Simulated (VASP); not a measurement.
These are AM05 GGA, VASP's PBE PAW potentials (set 64) (plane waves; VASP 6.6.1) values and carry that method's errors.

Input for VASP

### INCAR
```
# general
SYSTEM  = CoSi2
PREC    = Accurate
ENCUT   = 520
LREAL   = .FALSE.
LASPH   = .TRUE.

# electronic loop
EDIFF   = 1E-6
NELM    = 100
ALGO    = Normal
LMAXMIX = 4

# smearing
ISMEAR  = 1
SIGMA   = 0.1

# functional
GGA     = AM

# ions
IBRION  = 2
NSW     = 60
ISIF    = 3
EDIFFG  = -0.02

# output
LWAVE   = .FALSE.
LCHARG  = .FALSE.
```

**KPOINTS**
```
Automatic mesh
0
gamma
9 9 9
```

POSCAR:
```
CoSi2
1
    0.0000000000     2.6516890749     2.6516890749
    2.6516890749     0.0000000000     2.6516890749
    2.6516890749     2.6516890749    -0.0000000000
Co Si
1 2
Direct
  0.0000000000   0.0000000000   0.0000000000
  0.2500000000   0.2500000000   0.2500000000
  0.7500000000   0.7500000000   0.7500000000
```

POTCAR, in this order: Co Si (PBE.64 set). Program: vasp_std.

The run wrote:

OUTCAR:
```
 ion  position               nearest neighbor table
   1  0.000  0.000  0.000-   3 2.30   3 2.30   3 2.30   2 2.30   3 2.30   2 2.30   2 2.30   2 2.30
  LATTYP: Found a face centered cubic cell.
 ALAT       =     5.3033781498
 Subroutine PRICEL returns:
 Original cell was already a primitive cell.
 Subroutine GETGRP returns: Found 48 space group operations
The static configuration has the point symmetry O_h .
The dynamic configuration has the point symmetry O_h .
 Subroutine INISYM returns: Found 48 space group operations
 Subroutine IBZKPT returns following result:
 Found     35 irreducible k-points:

 Following reciprocal coordinates:
            Coordinates               Weight
  0.000000  0.000000  0.000000      1.000000
  0.111111  0.000000  0.000000      8.000000
  0.222222  0.000000  0.000000      8.000000
  0.333333  0.000000  0.000000      8.000000
  0.444444  0.000000  0.000000      8.000000
  0.111111  0.111111  0.000000      6.000000
  0.222222  0.111111  0.000000     24.000000
  0.333333  0.111111  0.000000     24.000000
  0.444444  0.111111  0.000000     24.000000
 -0.444444  0.111111  0.000000     24.000000
...
```

**OSZICAR**
```
       N       E                     dE             d eps       ncg     rms          rms(c)
DAV:   1     0.684497244657E+02    0.68450E+02   -0.70251E+03   848   0.136E+03
DAV:   2    -0.176799687405E+02   -0.86130E+02   -0.80783E+02   844   0.256E+02
DAV:   3    -0.220047237297E+02   -0.43248E+01   -0.41594E+01  1084   0.652E+01
DAV:   4    -0.221054985466E+02   -0.10077E+00   -0.10057E+00  1020   0.950E+00
DAV:   5    -0.221084395561E+02   -0.29410E-02   -0.29406E-02  1124   0.169E+00    0.154E+01
DAV:   6    -0.254796043864E+02   -0.33712E+01   -0.41766E+01  1040   0.139E+02    0.174E+01
DAV:   7    -0.205619485328E+02    0.49177E+01   -0.17441E+01  1088   0.109E+02    0.387E+00
DAV:   8    -0.205679697525E+02   -0.60212E-02   -0.10563E+00   964   0.859E+00    0.186E+00
DAV:   9    -0.205323626615E+02    0.35607E-01   -0.10278E-01  1092   0.678E+00    0.453E-01
DAV:  10    -0.205323911433E+02   -0.28482E-04   -0.62759E-03  1020   0.793E-01    0.570E-02
DAV:  11    -0.205323758717E+02    0.15272E-04   -0.24868E-04  1240   0.248E-01    0.409E-02
DAV:  12    -0.205324078933E+02   -0.32022E-04   -0.66327E-05   912   0.827E-02    0.244E-02
DAV:  13    -0.205324081275E+02   -0.23418E-06   -0.24859E-06   988   0.134E-02
   1 F= -.20532408E+02 E0= -.20532070E+02  d E =-.205324E+02
```

### OUTCAR
```
------------------------ aborting loop because EDIFF is reached ----------------------------------------
  FORCE on cell =-STRESS in cart. coord.  units (eV):
  Direction    XX          YY          ZZ          XY          YZ          ZX
  --------------------------------------------------------------------------------------
  Total        0.0210100      0.0210100      0.0210100      0.0000000      0.0000000      0.0000000
  in kB        0.9026925      0.9026925      0.9026925      0.0000000      0.0000000      0.0000000
  external PRESSURE =       0.9026925 kB  Pullay stress =       0.0000000 kB
  volume of cell :       37.29
      direct lattice vectors                 reciprocal lattice vectors
     0.000000000  2.651689075  2.651689075    -0.188559060  0.188559060  0.188559060
     2.651689075  0.000000000  2.651689075     0.188559060 -0.188559060  0.188559060
     2.651689075  2.651689075  0.000000000     0.188559060  0.188559060 -0.188559060
 POSITION                                       TOTAL-FORCE (eV/Angst)
 -----------------------------------------------------------------------------------
      0.00000      0.00000      0.00000         0.000000     -0.000000      0.000000
      1.32584      1.32584      1.32584        -0.000000     -0.000000     -0.000000
      3.97753      3.97753      3.97753         0.000000      0.000000      0.000000
 -----------------------------------------------------------------------------------
    total drift:                               -0.000000     -0.000000      0.000000
  FREE ENERGIE OF THE ION-ELECTRON SYSTEM (eV)
  ---------------------------------------------------
  free  energy   TOTEN  =       -20.5324081275 eV

  energy  without entropy=      -20.5313926060  energy(sigma->0) =      -20.53206962

 reached required accuracy - stopping structural energy minimisation
```
(Selected blocks of OUTCAR.)

The compound is CoSi2 in the fluorite structure. It was relaxed first. The start is the result of an earlier pass. The run is not spin-polarised, so no magnetic state was tried. The electron count is odd and the run is not spin-polarised, which forces a metal.
